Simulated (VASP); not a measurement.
Method: r2SCAN+rVV10, VASP's PBE PAW potentials (set 64) (plane waves; VASP).

The input files of a VASP run:

**INCAR**
```
SYSTEM = Be
PREC = Accurate
ENCUT = 520
EDIFF = 1E-6
NELM = 100
ALGO = Normal
LREAL = .FALSE.
LASPH = .TRUE.
ISMEAR = 1
SIGMA = 0.1
METAGGA = R2SCAN
LUSE_VDW = .TRUE.
BPARAM = 11.95
CPARAM = 0.0093
LMIXTAU = .TRUE.
LWAVE = .FALSE.
LCHARG = .FALSE.
IBRION = 2
ISIF = 3
NSW = 60
EDIFFG = -0.01
```

### POSCAR
```
Be
1
    1.1450000000    -1.9831980000     0.0000000000
    1.1450000000     1.9831980000     0.0000000000
    0.0000000000     0.0000000000     3.5800000000
Be
2
Direct
  0.3333330000   0.6666670000   0.2500000000
  0.6666670000   0.3333330000   0.7500000000
```

KPOINTS:
```
Automatic mesh
0
Gamma
16 16 9
0 0 0
```

POTCAR, in this order: Be (PBE.64 set). Program: vasp_std.

The run wrote:

OUTCAR:
```
 ion  position               nearest neighbor table
   1  0.333  0.667  0.250-   2 2.23   2 2.23   2 2.23   2 2.23   2 2.23   2 2.23
   2  0.667  0.333  0.750-   1 2.23   1 2.23   1 2.23   1 2.23   1 2.23   1 2.23
  LATTYP: Found a hexagonal cell.
 ALAT       =     2.2899998487
 C/A-ratio  =     1.5633188806
 Subroutine PRICEL returns:
 Original cell was already a primitive cell.
 Subroutine GETGRP returns: Found 24 space group operations
The static configuration has the point symmetry D_3d.
 The point group associated with its full space group is D_6h.
The dynamic configuration has the point symmetry D_3d.
 Subroutine INISYM returns: Found 24 space group operations
 Subroutine IBZKPT returns following result:
 Found    150 irreducible k-points:

 Following reciprocal coordinates:
            Coordinates               Weight
  0.000000  0.000000  0.000000      1.000000
  0.062500  0.000000  0.000000      6.000000
  0.125000  0.000000  0.000000      6.000000
  0.187500  0.000000  0.000000      6.000000
  0.250000  0.000000  0.000000      6.000000
  0.312500  0.000000  0.000000      6.000000
  0.375000  0.000000  0.000000      6.000000
  0.437500  0.000000  0.000000      6.000000
  0.500000  0.000000  0.000000      3.000000
  0.062500  0.062500  0.000000      6.000000
  0.125000  0.062500  0.000000     12.000000
  0.187500  0.062500  0.000000     12.000000
  0.250000  0.062500  0.000000     12.000000
  0.312500  0.062500  0.000000     12.000000
  0.375000  0.062500  0.000000     12.000000
  0.437500  0.062500  0.000000     12.000000
  0.125000  0.125000  0.000000      6.000000
  0.187500  0.125000  0.000000     12.000000
  0.250000  0.125000  0.000000     12.000000
  0.312500  0.125000  0.000000     12.000000
  0.375000  0.125000  0.000000     12.000000
  0.437500  0.125000  0.000000      6.000000
...
```

OSZICAR:
```
       N       E                     dE             d eps       ncg     rms          rms(c)
DAV:   1    -0.336896536212E+01   -0.33690E+01   -0.18581E+03  1818   0.568E+02
DAV:   2    -0.892550978194E+01   -0.55565E+01   -0.51655E+01  2706   0.664E+01
DAV:   3    -0.896005751214E+01   -0.34548E-01   -0.34545E-01  2370   0.502E+00
DAV:   4    -0.896009250832E+01   -0.34996E-04   -0.34996E-04  2688   0.151E-01
DAV:   5    -0.896009254193E+01   -0.33612E-07   -0.34428E-07  2334   0.250E-03    0.127E+00
DAV:   6    -0.868207033437E+01    0.27802E+00   -0.96262E-02  1950   0.295E+00    0.744E-01
DAV:   7    -0.866188448620E+01    0.20186E-01   -0.14698E-02  1944   0.129E+00    0.126E-01
DAV:   8    -0.868243165752E+01   -0.20547E-01   -0.81768E-03  2118   0.875E-01    0.125E-02
DAV:   9    -0.868118254440E+01    0.12491E-02   -0.23045E-04  2280   0.164E-01    0.118E-02
DAV:  10    -0.868084114455E+01    0.34140E-03   -0.28069E-05  2142   0.553E-02    0.650E-03
DAV:  11    -0.868080936513E+01    0.31779E-04   -0.85033E-06  2400   0.226E-02    0.191E-03
DAV:  12    -0.868081115982E+01   -0.17947E-05   -0.29358E-06  2046   0.202E-02    0.223E-04
DAV:  13    -0.868081242335E+01   -0.12635E-05   -0.11146E-08  1170   0.120E-03    0.821E-05
DAV:  14    -0.868081167462E+01    0.74873E-06   -0.10877E-08  1050   0.831E-04
   1 F= -.86808117E+01 E0= -.86807797E+01  d E =-.868081E+01
       N       E                     dE             d eps       ncg     rms          rms(c)
DAV:   1    -0.868499607847E+01   -0.41837E-02   -0.13263E-02  2244   0.138E+00    0.466E-02
DAV:   2    -0.868511050470E+01   -0.11443E-03   -0.18974E-04  2442   0.145E-01    0.324E-02
DAV:   3    -0.868504976872E+01    0.60736E-04   -0.98418E-05  1944   0.118E-01    0.115E-02
DAV:   4    -0.868510772015E+01   -0.57951E-04   -0.45161E-05  1932   0.653E-02    0.927E-04
DAV:   5    -0.868511777424E+01   -0.10054E-04   -0.48392E-07  2190   0.850E-03    0.461E-04
DAV:   6    -0.868510788500E+01    0.98892E-05   -0.18912E-07  1242   0.436E-03    0.118E-04
DAV:   7    -0.868510987642E+01   -0.19914E-05   -0.19977E-08  1002   0.126E-03    0.395E-05
DAV:   8    -0.868510952605E+01    0.35037E-06   -0.10492E-09   942   0.353E-04
   2 F= -.86851095E+01 E0= -.86850489E+01  d E =-.429785E-02
       N       E                     dE             d eps       ncg     rms          rms(c)
DAV:   1    -0.868519528650E+01   -0.85410E-04   -0.31733E-04  2286   0.214E-01    0.725E-03
DAV:   2    -0.868519940698E+01   -0.41205E-05   -0.46325E-06  2418   0.227E-02    0.503E-03
DAV:   3    -0.868520398512E+01   -0.45781E-05   -0.24173E-06  1932   0.188E-02    0.176E-03
DAV:   4    -0.868520189219E+01    0.20929E-05   -0.10957E-06  1692   0.102E-02    0.147E-04
DAV:   5    -0.868520346496E+01   -0.15728E-05   -0.13046E-08   990   0.140E-03    0.720E-05
DAV:   6    -0.868520224419E+01    0.12208E-05   -0.45758E-09   942   0.747E-04    0.201E-05
DAV:   7    -0.868520254095E+01   -0.29676E-06   -0.45792E-10   936   0.210E-04
   3 F= -.86852025E+01 E0= -.86851367E+01  d E =-.439087E-02
       N       E                     dE             d eps       ncg     rms          rms(c)
DAV:   1    -0.868520213681E+01    0.10738E-06   -0.70541E-06  2310   0.319E-02    0.108E-03
DAV:   2    -0.868520240420E+01   -0.26740E-06   -0.10074E-07  1032   0.340E-03
   4 F= -.86852024E+01 E0= -.86851358E+01  d E =-.439073E-02
       N       E                     dE             d eps       ncg     rms          rms(c)
DAV:   1    -0.868521312788E+01   -0.10991E-04   -0.10288E-04  2232   0.691E-02    0.322E-03
DAV:   2    -0.868521236797E+01    0.75991E-06   -0.42299E-07  2028   0.592E-03
   5 F= -.86852124E+01 E0= -.86851400E+01  d E =-.996376E-05
```

### OUTCAR
```
------------------------ aborting loop because EDIFF is reached ----------------------------------------
  FORCE on cell =-STRESS in cart. coord.  units (eV):
  Direction    XX          YY          ZZ          XY          YZ          ZX
  --------------------------------------------------------------------------------------
  Total        0.0038976      0.0038976      0.0037021      0.0000000      0.0000000     -0.0000000
  in kB        0.3943367      0.3943367      0.3745523      0.0000000      0.0000000     -0.0000000
  external PRESSURE =       0.3877419 kB  Pullay stress =       0.0000000 kB
  volume of cell :       15.84
      direct lattice vectors                 reciprocal lattice vectors
     1.132930935 -1.962293771  0.000000000     0.441333169 -0.254803846  0.000000000
     1.132930935  1.962293771  0.000000000     0.441333169  0.254803846  0.000000000
    -0.000000000 -0.000000000  3.561617034    -0.000000000 -0.000000000  0.280771344
 POSITION                                       TOTAL-FORCE (eV/Angst)
 -----------------------------------------------------------------------------------
      1.13293      0.65410      0.89040         0.000000      0.000000      0.000000
      1.13293     -0.65410      2.67121        -0.000000     -0.000000      0.000000
 -----------------------------------------------------------------------------------
    total drift:                                0.000000     -0.000003      0.000004
  FREE ENERGIE OF THE ION-ELECTRON SYSTEM (eV)
  ---------------------------------------------------
  free  energy   TOTEN  =        -8.6852123680 eV

  energy  without entropy=       -8.6849951494  energy(sigma->0) =       -8.68513996

 reached required accuracy - stopping structural energy minimisation
```
(Selected blocks of OUTCAR.)

### CONTCAR
```
Be
   1.00000000000000
     1.1329309345814340   -1.9622937710171680    0.0000000000000000
     1.1329309345814340    1.9622937710171680    0.0000000000000000
    -0.0000000000000000   -0.0000000000000000    3.5616170335304136
  Be
     2
Direct
     0.3333330000000032    0.6666669999999968    0.2500000000000000
     0.6666669999999968    0.3333330000000032    0.7500000000000000
```

Energy and stress use the plane-wave basis of the starting cell.

The compound is Be in the hcp structure. This run relaxes it. Symmetry was kept, so distortions that lower it aren't found.
